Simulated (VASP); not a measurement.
Here is the system:

```yaml
crystal:
  lattice:
    - [4.04500, 0.00000, 0.00000]
    - [0.00000, 4.04500, 0.00000]
    - [0.00000, 0.00000, 4.04500]
  atoms:
    - { symbol: Er, position: [0.00000, 0.00000, 0.00000], spin: 3.0 }
    - { symbol: Pd, position: [0.00000, 0.50000, 0.50000] }
    - { symbol: Pd, position: [0.50000, 0.00000, 0.50000] }
    - { symbol: Pd, position: [0.50000, 0.50000, 0.00000] }
```

The numbers are results of PBEsol GGA, VASP's PBE PAW potentials (set 64) (plane waves; VASP), not measurements. Settings: 300 eV cut-off, 8×8×8 Γ-centred mesh, Gaussian smearing of 0.10 eV, potentials Er Pd.

### Question
Predict the cell moment, energy per atom (σ→0), band gap (on the k-mesh) with the smallest direct gap where there is one.

### Answer

```json
{
  "band gap (on the k-mesh)": "none (metal, semimetal or under 0.01 eV)",
  "cell_moment": "-2.86 μB",
  "energy per atom (σ→0)": "-6.513 eV/atom"
}
```

### Question
Give the moment on each site (PAW-sphere projection).

### Answer

| site | moment (μB) |
|---|---|
| Er1 | -2.69 |
| Pd2 | -0.04 |
| Pd3 | -0.04 |
| Pd4 | -0.04 |

The structure comes from a measured ErPd3 entry of the Crystallography Open Database, whose conditions weren't checked. The cell was not relaxed at this level.
